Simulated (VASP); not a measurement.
```
SnTe
1.0
    0.00000     3.16626     3.16626
    3.16626     0.00000     3.16626
    3.16626     3.16626     0.00000
Sn Te
1 1
Direct
  0.00000   0.00000   0.00000
  0.50000   0.50000   0.50000
```

These are MS2 meta-GGA, VASP's PBE PAW potentials (set 64) (plane waves; VASP) values and carry that method's errors. Numerical set-up: 520 eV cut-off, 7×7×7 Γ-centred mesh, Gaussian smearing of 0.050 eV, potentials Sn_d Te.

Task: What does the run give for the energy per atom (σ→0), pressure?

Result: 
```yaml
energy per atom (σ→0): 13.2 kJ/mol of atoms
pressure: -1.30 GPa
```

Total energies compare only between runs with the same potentials, cut-off and functional.

The compound is SnTe in the rock salt structure, which distorts at low temperature. This cell is one point of a volume scan, at 1.03 of the reference volume.
